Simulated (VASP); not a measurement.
Consider the following.

```
CELL_PARAMETERS angstrom
     -1.56505     1.56505     1.56505
      1.56505    -1.56505     1.56505
      1.56505     1.56505    -1.56505
ATOMIC_POSITIONS crystal
  Mo 0.00000 0.00000 0.00000
```

Method: PBEsol GGA, VASP's PBE PAW potentials (set 64) (plane waves; VASP). Settings: 480 eV cut-off, 16×16×16 Γ-centred mesh, first-order Methfessel-Paxton smearing of 0.10 eV, potentials Mo_sv.

Each row applies one change to this cell, which was relaxed at other settings and keeps the small stress of the first row; at a fixed cut-off the stress holds a Pulay part, so it need not integrate to ΔE exactly. Stress is in GPa, positive when the cell is compressed.

| change | ΔE (meV/atom) | σxx | σyy | σzz | largest shear component, with its sign (GPa) | largest force (eV/Å) |
|---|---|---|---|---|---|---|
| none | 0.0 | 0.25 | 0.25 | 0.25 | 0.00 | 0.000 |
| isotropic strain of -3.0 % | 123.3 | 31.26 | 31.26 | 31.26 | 0.00 | 0.000 |
| biaxial strain of +4.0 % in the yz plane | 90.8 | -10.86 | -21.82 | -21.82 | 0.00 | 0.000 |
| isotropic strain of +2.0 % | 43.8 | -14.56 | -14.56 | -14.56 | 0.00 | 0.000 |
| uniaxial strain of -1.5 % along x | 6.5 | 8.56 | 2.76 | 2.76 | 0.00 | 0.000 |
| biaxial strain of -3.0 % in the yz plane | 65.4 | 11.92 | 23.84 | 23.84 | 0.00 | 0.000 |

Failed runs are left out, and for metals the shear rows, which the mesh's noise covers.

The compound is Mo in the bcc structure.
